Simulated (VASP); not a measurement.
An input for Ansatz (written as the equivalent of a VASP run, and not itself run):

Ansatz 0.2 input:
```yaml
crystal:
  lattice:
    - [0.0000000, 2.0313050, 2.0313050]
    - [2.0313050, 0.0000000, 2.0313050]
    - [2.0313050, 2.0313050, 0.0000000]
  atoms:
    - { symbol: Ag, position: [0.0000000, 0.0000000, 0.0000000] }
kpoints:
  mp_grid: { grid: [14, 14, 14] }
hamiltonian:
  xc: pbe
  pseudopotentials: { kind: paw }
scf:
  occupations: { method: gaussian, width: 0.272 }
  max_iter: 100
output: { forces: true, stress: true, eigenvalues: true }
```

Question: Write the VASP files for the same calculation (PBE).

Answer: Several could match; the one computed here: 
POSCAR:
```
Ag
1.0
  0.0000000000   2.0313050000   2.0313050000
  2.0313050000   0.0000000000   2.0313050000
  2.0313050000   2.0313050000   0.0000000000
Ag
1
Direct
  0.0000000000   0.0000000000   0.0000000000
```

### KPOINTS
```
Automatic mesh
0
Gamma
14 14 14
0 0 0
```

### INCAR
```
ALGO=Normal
EDIFF=1E-6
ENCUT=300
GGA=PE
ISIF=2
ISMEAR=0
LASPH=.TRUE.
LCHARG=.FALSE.
LMAXMIX=4
LREAL=.FALSE.
LWAVE=.FALSE.
NELM=100
PREC=Accurate
SIGMA=0.272
SYSTEM=Ag
```

POTCAR, in this order: Ag (PBE.64 set). Program: vasp_std.

The two are equivalent in intent, not identical: each code has its own PAW files, so the cut-off isn't converted (ENCUT is set for VASP's; basis.ecutwfc is left out, and Ansatz then takes the one that its files recommend); Ansatz stops its SCF on the density residual and VASP on the energy change (EDIFF).

The structure comes from a computed database's Ag entry; how it stands against other phases isn't given here. The cell was not relaxed at this level, and its volume differs by +4.6 % from the start's.
